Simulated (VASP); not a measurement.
Consider the following.

```
WSe2
1.0
    1.67771    -2.90588     0.00000
    1.67771     2.90588     0.00000
    0.00000     0.00000    13.27883
W Se
2 4
Direct
  0.33333   0.66667   0.25000
  0.66667   0.33333   0.75000
  0.33333   0.66667   0.87935
  0.66667   0.33333   0.37935
  0.66667   0.33333   0.12065
  0.33333   0.66667   0.62065
```

These are PBE GGA with D3 dispersion (zero damping), VASP's PBE PAW potentials (set 64) (plane waves; VASP) values and carry that method's errors. Numerical set-up: 520 eV cut-off, 8×8×2 Γ-centred mesh, Gaussian smearing of 0.050 eV, potentials W_sv Se.

**Question.** The ions and cell shape at fixed volume are relaxed. What does this cell relax into?

**Answer.** 
```
WSe2
1.0
    1.65603    -2.86833     0.00000
    1.65603     2.86833     0.00000
    0.00000     0.00000    13.62883
W Se
2 4
Direct
  0.33333   0.66667   0.25000
  0.66667   0.33333   0.75000
  0.33333   0.66667   0.87342
  0.66667   0.33333   0.37342
  0.66667   0.33333   0.12658
  0.33333   0.66667   0.62658
```
Space group P6_3/mmc (194), at a tolerance of 0.03 Å.

**Question.** How much energy does the relaxation gain?

**Answer.** The energy (σ→0) changes by -21.2 meV/atom, in 8 ionic steps.

```tsv
step	E(σ→0) (eV)	max force (eV/Å)	pressure (GPa)	volume (Å³)
1	-44.9521	0.872	-7.06	129.47
2	-45.0308	0.103	-3.89	129.47
3	-45.0308	0.091	-3.84	129.47
4	-45.0628	0.036	-2.91	129.47
5	-45.0793	0.040	-1.55	129.47
6	-45.0793	0.043	-1.51	129.47
7	-45.0794	0.024	-1.77	129.47
8	-45.0795	0.003	-1.67	129.47
```

The compound is WSe2 in the 2H layered structure. This cell is one point of a volume scan, at 1.06 of the reference volume. Symmetry was kept, so distortions that lower it aren't found.
